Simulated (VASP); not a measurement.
## MoS2: phonons with LDA

Crystal: MoS2.

```xyz
6
Lattice="3.1236 0.0000 0.0000 -1.5618 2.7051 0.0000 0.0000 0.0000 12.0727" Properties=species:S:1:pos:R:3 pbc="T T T"
Mo    0.0000    1.8034    3.0182
Mo    1.5618    0.9017    9.0545
S     0.0000    1.8034    7.5002
S     1.5618    0.9017    1.4638
S     0.0000    1.8034   10.6089
S     1.5618    0.9017    4.5725
```

```
Program                : VASP 6.6.1
Task                   : phonons
Functional             : LDA
Potentials or basis    : VASP PAW LDA potentials, release 64 (Mo_sv, S)
Cutoff                 : 600 eV
k mesh                 : 12 × 12 × 3
Occupations            : gaussian, width 0.03 eV
Spin                   : no spin polarisation
By perturbation theory : no
Further INCAR settings : ALGO = Normal; EDIFF = 1e-08; IBRION = 6; POTIM = 0.015; NSW = 1
```

```
Highest phonon frequency at Γ, LO-TO splitting left out : 474 cm⁻¹
```

Phonon frequencies in cm⁻¹ (negative: imaginary):
```tsv
q point	frequencies
(0.000, 0.000, 0.000)	0 0 0 35 35 56 287 287 290 290 388 388 389 389 409 413 471 474
```

It took 14 min on 2 MPI ranks on AMD EPYC 9R45 (Zen 5), with other jobs on the host, peak memory 1.1 GiB a rank.
